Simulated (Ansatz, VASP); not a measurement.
## Cross-check of YTiO3 between VASP and Ansatz

Wanted: the spread between two codes on one cell, functional and k mesh. The cell is taken from a series of runs on this material, whose earlier steps may have relaxed, scaled, displaced or heated it; both programs get it as it stands.

Program: Ansatz 0.2.0. Level of theory: plane waves, with VASP 6.6.1 beside it; single point at r2SCAN. Results are calculated unless marked as measured.

## Step 1: Starting point

The structure is orthorhombic, space group Pnma (No. 62). The conventional cell has a = 5.767 Å, b = 7.777 Å, c = 5.408 Å, α = 90.00°, β = 90.00°, γ = 90.00°. Nearest to Y lie 8 O at 2.30 to 2.74 Å. Nearest to Ti lie 6 O at 2.05 to 2.08 Å. Nearest to O lie 2 Ti at 2.05 Å and 2 Y at 2.30 to 2.35 Å. O has 2 Ti at 2.07 to 2.08 Å and 3 Y at 2.36 to 2.74 Å nearest. Farther neighbours and most contacts between anions are not listed.

Coordinates:

```cif
data_structure
_symmetry_space_group_name_H-M 'P 1'
_symmetry_Int_Tables_number 1
_cell_length_a 5.7670
_cell_length_b 7.7773
_cell_length_c 5.4083
_cell_angle_alpha 90.000
_cell_angle_beta 90.000
_cell_angle_gamma 90.000
_cell_volume 242.57
loop_
_atom_site_label
_atom_site_type_symbol
_atom_site_fract_x
_atom_site_fract_y
_atom_site_fract_z
_atom_site_occupancy
Y1 Y 0.07364 0.25000 0.98042 1
Y2 Y 0.42636 0.75000 0.48042 1
Y3 Y 0.57364 0.25000 0.51958 1
Y4 Y 0.92636 0.75000 0.01958 1
Ti5 Ti 0.50000 0.00000 0.00000 1
Ti6 Ti 0.00000 0.00000 0.50000 1
Ti7 Ti 0.00000 0.50000 0.50000 1
Ti8 Ti 0.50000 0.50000 0.00000 1
O9 O 0.46242 0.25000 0.11116 1
O10 O 0.03758 0.75000 0.61116 1
O11 O 0.96242 0.25000 0.38884 1
O12 O 0.53758 0.75000 0.88884 1
O13 O 0.30184 0.05702 0.68974 1
O14 O 0.19816 0.94298 0.18974 1
O15 O 0.80184 0.44298 0.81026 1
O16 O 0.69816 0.55702 0.31026 1
O17 O 0.69816 0.94298 0.31026 1
O18 O 0.80184 0.05702 0.81026 1
O19 O 0.19816 0.55702 0.18974 1
O20 O 0.30184 0.44298 0.68974 1
```

## Step 2: Ansatz: single point, r2SCAN

Ansatz runs on its default PAW (the set named soft_2) files.

A single point gives forces, pressure and levels at one fixed geometry, so differences don't come from the geometry; what else differs is listed under the comparison.

The input, input.yaml:

```yaml
crystal:
  lattice:
    - [5.7670135496, 0.0, 0.0]
    - [0.0, 7.7772699627, 0.0]
    - [0.0, 0.0, 5.4083297983]
  atoms:
    - { symbol: "Y", position: [0.0736439628, 0.25, 0.9804170604] }
    - { symbol: "Y", position: [0.4263560372, 0.75, 0.4804170604] }
    - { symbol: "Y", position: [0.5736439628, 0.25, 0.5195829396] }
    - { symbol: "Y", position: [0.9263560372, 0.75, 0.0195829396] }
    - { symbol: Ti, position: [0.5, 0.0, 0.0] }
    - { symbol: Ti, position: [0.0, 0.0, 0.5] }
    - { symbol: Ti, position: [0.0, 0.5, 0.5] }
    - { symbol: Ti, position: [0.5, 0.5, 0.0] }
    - { symbol: O, position: [0.462422837, 0.25, 0.1111605575] }
    - { symbol: O, position: [0.037577163, 0.75, 0.6111605575] }
    - { symbol: O, position: [0.962422837, 0.25, 0.3888394425] }
    - { symbol: O, position: [0.537577163, 0.75, 0.8888394425] }
    - { symbol: O, position: [0.3018399079, 0.0570166508, 0.6897444605] }
    - { symbol: O, position: [0.1981600921, 0.9429833492, 0.1897444605] }
    - { symbol: O, position: [0.8018399079, 0.4429833492, 0.8102555395] }
    - { symbol: O, position: [0.6981600921, 0.5570166508, 0.3102555395] }
    - { symbol: O, position: [0.6981600921, 0.9429833492, 0.3102555395] }
    - { symbol: O, position: [0.8018399079, 0.0570166508, 0.8102555395] }
    - { symbol: O, position: [0.1981600921, 0.5570166508, 0.1897444605] }
    - { symbol: O, position: [0.3018399079, 0.4429833492, 0.6897444605] }
hamiltonian:
  xc: r2scan
  pseudopotentials: { kind: paw }
kpoints:
  mp_grid: { grid: [5, 4, 5] }
scf:
  occupations: { method: gaussian, width: 0.05 }
  n_extra_bands: 9
output:
  forces: true
  stress: true
  eigenvalues: true
```

Run with:

```bash
ansatz run input.yaml --threads 8 --pin off --max-ram 18432MiB --backend cpu --events-out ev --progress --plain --runs-dir out
```

Numbers of over 12 decimals in the logs are rounded to 6 here.

Output:

```text
scf.n_extra_bands = 9 over 82 filled bands (N_el = 164.0): the run solves 91 bands
Engine: ansatz 0.2.0, aarch64-unknown-linux-gnu
Pseudopotentials: kind: paw
Pseudopotential: Y, paw, valence charge 11, recommended cutoff 500 eV (meta_gga), Y.paw.azcp
Pseudopotential: Ti, paw, valence charge 12, recommended cutoff 500 eV (meta_gga), Ti.paw.azcp
Pseudopotential: O, paw, valence charge 6, recommended cutoff 500 eV (meta_gga), O.paw.azcp
Functional definition: r2SCAN
  parameter k0 = 0.174
  parameter k1 = 0.065
  parameter a1 = 4.9479
  exchange = r2scan_x(k0 = k0, k1 = k1, a1 = a1)
  correlation = r2scan_c
Crystal: 20 atoms, lattice volume = 242.572 Å³
Basis set: ecut = 500 eV, 6187 PW (Γ), exchange–correlation on 180×240×160 points (64 copies of the dense FFT grid, shifted against one another)
Bands: 91, of which v1, the nominal top of the filled ones, is band 82 counted from 1 (81 counted from 0)
Symmetry: 8 space group operations
Space group: Pnma (ITA 62), of the structure as read, at distance tolerance 6.2e-5 Å
k-points: 27 of 100
Non-local potential: Y, projectors of the file, l = 0: 3, l = 1: 2, l = 2: 2, l = 3: 1
Non-local potential: Ti, projectors of the file, l = 0: 3, l = 1: 2, l = 2: 3, l = 3: 1
Non-local potential: O, projectors of the file, l = 0: 2, l = 1: 2, l = 2: 1
PAW form: soft (Blöchl's): semilocal exchange-correlation on the pseudo side does not see the compensation charge
PAW frozen core: Y, regenerated for the run's functional (the file was generated under x = pbe(κ = 0.804, μ = 0.219515), c = pbe(β = 0.066725))
PAW frozen core: Ti, regenerated for the run's functional (the file was generated under x = pbe(κ = 0.804, μ = 0.219515), c = pbe(β = 0.066725))
PAW frozen core: O, regenerated for the run's functional (the file was generated under x = pbe(κ = 0.804, μ = 0.219515), c = pbe(β = 0.066725))
PAW one-centre angular grid: Y, 590 points (default); XC on 160 Gauss nodes
PAW one-centre angular grid: Ti, 590 points (default); XC on 160 Gauss nodes
PAW one-centre angular grid: O, 302 points (default); XC on 160 Gauss nodes
Initial density: superposition of atomic densities (neutral atoms: chi_scale 0, normalization atom), corrected by the library's trained network
Initial wavefunctions: pseudopotential atomic-orbital guess
Functional: x = r2scan, c = r2scan; τ floored in thin density (d = 2e-4 eV/Å³)
SCF iter   1: F=—  HF=-32317.110614 eV  |F-HF|=—  |Δ(HF+E_count)|=         —  Δρ=1.53e-2  dr2=5.93e-1  dr2_τ=8.43e-1  ethr=1.77e-3  ⟨swp⟩=4.9  Hψ=9556  notcnv=0
preconditioner: auto → Kerker (q_TF=auto, 2.556 Å⁻¹)  [metal: Δε(μ)=0.016 eV  Ē_g=13.285 eV  σ=0.050 eV  W_gap=0.18  n_scr=62 (ndim 8)  ℏωp=26.5 eV  f_vac=0.000  D(μ)=16.19/eV (n_scr^D=170)]
SCF iter   2: F=—  HF=-32317.579455 eV  |F-HF|=—  |Δ(HF+E_count)|=   4.69e-1  Δρ=6.79e-3  dr2=9.15e-2  dr2_τ=1.36e-2  ethr=3.61e-4  ⟨swp⟩=3.0  Hψ=4585  notcnv=0  defer=44
SCF iter   3: F=—  HF=-32317.569565 eV  |F-HF|=—  |Δ(HF+E_count)|=   9.89e-3  Δρ=3.34e-3  dr2=2.61e-2  dr2_τ=1.33e-3  ethr=5.58e-5  ⟨swp⟩=2.8  Hψ=4006  notcnv=0  defer=44
SCF iter   4: F=—  HF=-32317.565067 eV  |F-HF|=—  |Δ(HF+E_count)|=   4.50e-3  Δρ=5.84e-4  dr2=8.23e-4  dr2_τ=6.96e-5  ethr=1.59e-5  ⟨swp⟩=2.0  Hψ=4611  notcnv=0  defer=44
SCF iter   5: F=—  HF=-32317.565208 eV  |F-HF|=—  |Δ(HF+E_count)|=   1.42e-4  Δρ=1.47e-4  dr2=4.92e-5  dr2_τ=4.34e-6  ethr=5.02e-7  ⟨swp⟩=2.0  Hψ=4104  notcnv=0  defer=44
SCF iter   6: F=—  HF=-32317.564992 eV  |F-HF|=—  |Δ(HF+E_count)|=   2.16e-4  Δρ=5.45e-5  dr2=8.02e-6  dr2_τ=6.48e-7  ethr=3.00e-8  ⟨swp⟩=2.1  Hψ=3579  notcnv=0  defer=44
SCF iter   7: F=—  HF=-32317.564993 eV  |F-HF|=—  |Δ(HF+E_count)|=   6.57e-7  Δρ=3.77e-5  dr2=2.88e-6  dr2_τ=3.92e-7  ethr=4.89e-9  ⟨swp⟩=2.0  Hψ=3776  notcnv=0  defer=44
SCF iter   8: F=—  HF=-32317.564992 eV  |F-HF|=—  |Δ(HF+E_count)|=   4.65e-7  Δρ=8.66e-6  dr2=2.64e-7  dr2_τ=1.68e-8  ethr=1.76e-9  ⟨swp⟩=2.0  Hψ=3756  notcnv=0  defer=44
SCF iter   9: F=-32317.564992 eV  HF=-32317.564993 eV  |F-HF|=1.46e-8  |Δ(HF+E_count)|=   7.89e-9  Δρ=2.77e-6  dr2=3.40e-8  dr2_τ=1.48e-9  ethr=6.10e-11  ⟨swp⟩=10.0  Hψ=9026  notcnv=0
SCF 1 converged in 9 iterations: F = -32317.564992 eV  dr2 = 3.40e-8
  greatest PAW one-centre occupation: 1.002 electrons in one spin orbital (limit 2), on the Ti atom at site 6 (counted from 0), in its partial waves of l = 1
SCF converged after 9 iterations
Free energy (F): -32317.564992 eV
Harris-Foulkes:  -32317.564993 eV  (|F-HF|=1.46e-8)
Internal energy: -32317.544387 eV  (E = F + TS)
E sigma→0 (E₀):  -32317.554690 eV
Entropy (-TS):   -0.020606 eV (-1.030 meV/atom)
Fermi energy:    13.481598 eV
--- Per-component energies (eV) ---
  E_band       = -1068.402984
  E_kinetic    = 4419.847117
  E_local      = -9055.121064  (includes V_loc(G=0)·N_el)
  E_nonlocal   = 786.454599
  E_hartree    = 3334.082118
  E_xc         = -1936.434816
  E_vxc        = -2703.210894  (∫ρ·V_xc dr)
  E_paw        = -17506.628313  (= ΣΔE_a)
  E_vpaw       = -1351.338194  (= ΣTr[D̂ρ^β])
  E_aug_tail   = 0.012067  (compensation charges beyond the density's cutoff)
  E_vtau       = 166.780492  (kinetic-family band-sum trace: ∫τ·v_τ [+ j·A + Jᵃ·Aᵃ] dr)
  E_ewald      = -12357.743161
  E_core_change = -2.012933  (= ΣΔE_core)
  E_smearing   = -0.020606  (= −TS)
  E_closure    = 0.000000  (closes the sum)
  Σ components = -32317.564992   (vs F -32317.564992, Δ=0.00e0)
--- Forces (eV/Å), atoms counted from 1 ---
  atom   1  Y      0.02321724     0.00000000     0.03785319
  atom   2  Y     -0.02321724     0.00000000     0.03785319
  atom   3  Y      0.02321724     0.00000000    -0.03785319
  atom   4  Y     -0.02321724     0.00000000    -0.03785319
  atom   5  Ti     0.00000000     0.00000000     0.00000000
  atom   6  Ti    -0.00000000     0.00000000    -0.00000000
  atom   7  Ti    -0.00000000    -0.00000000     0.00000000
  atom   8  Ti    -0.00000000     0.00000000     0.00000000
  atom   9  O     -0.10282371     0.00000000    -0.05645660
  atom  10  O      0.10282371     0.00000000    -0.05645660
  atom  11  O     -0.10282371     0.00000000     0.05645660
  atom  12  O      0.10282371     0.00000000     0.05645660
  atom  13  O      0.00764815     0.03353632     0.09876231
  atom  14  O     -0.00764815    -0.03353632     0.09876231
  atom  15  O      0.00764815    -0.03353632    -0.09876231
  atom  16  O     -0.00764815     0.03353632    -0.09876231
  atom  17  O     -0.00764815    -0.03353632    -0.09876231
  atom  18  O      0.00764815     0.03353632    -0.09876231
  atom  19  O     -0.00764815     0.03353632     0.09876231
  atom  20  O      0.00764815    -0.03353632     0.09876231
  max |Σ_I F_I| component: 2.08e-17 eV/Å
--- Stress (GPa, compression-positive) ---
      -11.896269       0.000000       0.000000
        0.000000     -10.874869       0.000000
        0.000000       0.000000     -11.107860
  P = ⅓ Tr σ = -11.2930 GPa (-112.930 kbar)
--- Band table (eV; the first three rows and the last of 27) ---
  k-point 0: bands = [... 78 lower, 9.0490, 9.1700, 12.9206, 13.0824, 13.0933, 13.4302, 13.6378, 13.9729, ... 5 higher]
  k-point 1: bands = [... 78 lower, 8.9196, 9.0869, 13.0241, 13.1625, 13.2342, 13.5339, 13.7179, 13.9512, ... 5 higher]
  k-point 2: bands = [... 78 lower, 8.8010, 8.8586, 13.3094, 13.3785, 13.5475, 13.6843, 13.7474, 13.7790, ... 5 higher]
  k-point 26: bands = [... 78 lower, 8.7490, 8.7490, 13.4569, 13.4569, 13.4932, 13.4932, 13.9985, 13.9985, ... 5 higher]
```

The run ends at a pressure of -11.29 GPa, with forces up to 0.12 eV/Å.

[end of part 1 of 2]

[Lines on the potential files, build, host, timing and source positions are cut from VASP's logs without a mark.]

[Logs are printed without paths, hosts, clocks, repeated set-up lines and the standing remarks that a program may print on its own settings, such as how far it seeks lower states.]

[Hosts, paths, dates, database ids (printed as entryN), source tags and the programs' standing remarks are cut or masked in the printed files.]
